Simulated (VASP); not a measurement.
VASP runs on Mg$_{2}$Ge (antifluorite) share one base input (PBE GGA, plane waves, VASP's PBE PAW potentials (set 64)) and change the settings named in each case.

File POSCAR:
```
Mg2Ge
1
    0.0000000000     3.1950000000     3.1950000000
    3.1950000000     0.0000000000     3.1950000000
    3.1950000000     3.1950000000     0.0000000000
Mg Ge
2 1
Direct
  0.2500000000   0.2500000000   0.2500000000
  0.7500000000   0.7500000000   0.7500000000
  0.0000000000   0.0000000000   0.0000000000
```

INCAR:
```
! general
SYSTEM   =  Mg2Ge
PREC     =  Accurate
ENCUT    =  400
LREAL    =  .FALSE.
LASPH    =  .TRUE.

! electronic loop
EDIFF    =  1E-6
NELM     =  100
ALGO     =  Normal
LMAXMIX  =  4

! smearing
ISMEAR   =  0
SIGMA    =  0.05

! functional
GGA      =  PE

! ions
ISIF     =  2

! output
LWAVE    =  .FALSE.
LCHARG   =  .FALSE.
```

### KPOINTS
```
Automatic mesh
0
Gamma
7 7 7
0 0 0
```

POTCAR, in this order: Mg Ge_d (PBE.64 set). Program: vasp_std.

```
change                             E(σ→0) (eV/atom)  irreducible k-points
---------------------------------  ----------------  --------------------
base run                                    -2.7833                    20
KPOINTS 6×6×6 Monkhorst-Pack mesh               ___                    28
KPOINTS 7×7×7 Monkhorst-Pack mesh           -2.7833                    20
KPOINTS 8×8×8 Monkhorst-Pack mesh           -2.7871                    60
KPOINTS 9×9×9 Monkhorst-Pack mesh           -2.7863                    35
```

Problem. Complete the blanks.

Solution. 
- KPOINTS 6×6×6 Monkhorst-Pack mesh, E(σ→0) (eV/atom): -2.7870

Left out are runs that ran out of time, are held back, or changed the cell or the kind of run, fixed moments of cells without a moment, rows past the twelfth, gaps on odd meshes, pressures of charged cells and columns that move by less than the noise.

The compound is Mg2Ge in the antifluorite structure. The cell was not relaxed at this level.
